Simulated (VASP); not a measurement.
Runs of VASP 6.6.1 on CeNiAsO. It takes space group P4/nmm (No. 129, tetragonal). The conventional cell has a = 4.015 Å, b = 4.015 Å, c = 7.907 Å, α = 90.00°, β = 90.00°, γ = 90.00°. Around Ce (site symmetry 4mm) lie 4 O at 2.35 Å. As (site symmetry 4mm) has 4 Ni at 2.33 Å as nearest neighbours. Ni (site symmetry -4m2) has 4 As at 2.33 Å as nearest neighbours. O (site symmetry -4m2) is surrounded by 4 Ce at 2.35 Å. The cell is a database's computed one.

```csv
level,potentials or basis,gap on the mesh (eV),pressure (GPa),moment (μB),relaxed volume (Å³/atom),largest force (eV/Å)
RPBE,"VASP PAW PBE potentials, release 64 (Ce, As, Ni, O)",none,0.0,0.00,16.49,0.01
PBE,"VASP PAW PBE potentials, release 64 (Ce, As, Ni, O)",none,0.0,0.00,16.02,-
revPBE,"VASP PAW PBE potentials, release 64 (Ce, As, Ni, O)",none,0.1,0.00,16.34,0.01
LDA,"VASP PAW LDA potentials, release 64 (Ce, As, Ni, O)",none,0.1,0.00,(a),0.01
PBEsol,"VASP PAW PBE potentials, release 64 (Ce, As, Ni, O)",none,0.0,0.00,(b),-
```

Alike in all rows: task relaxation of cell and atoms; spin collinear, ferromagnetic start; cell relaxed; k mesh 5 × 5 × 3; cutoff (eV) 600; smearing fermi-dirac 0.05 eV.

Q: Fill in the values left out.

A: (a) 14.92; (b) 15.26.

Caveats: the magnetic or orbital state may not be the lowest; spin-orbit coupling is left out, which moves the levels of the heavy elements; without U or exact exchange the open f shell lies at the Fermi level, which spoils levels, moments and volumes; the PAW data sets were made with another functional, which shifts forces and pressure a little (some runs).

A k mesh can miss the band edges, and the runs leave out spin-orbit coupling on As, Ce.

A gap of «none» marks a metal or a gap under the smearing width.
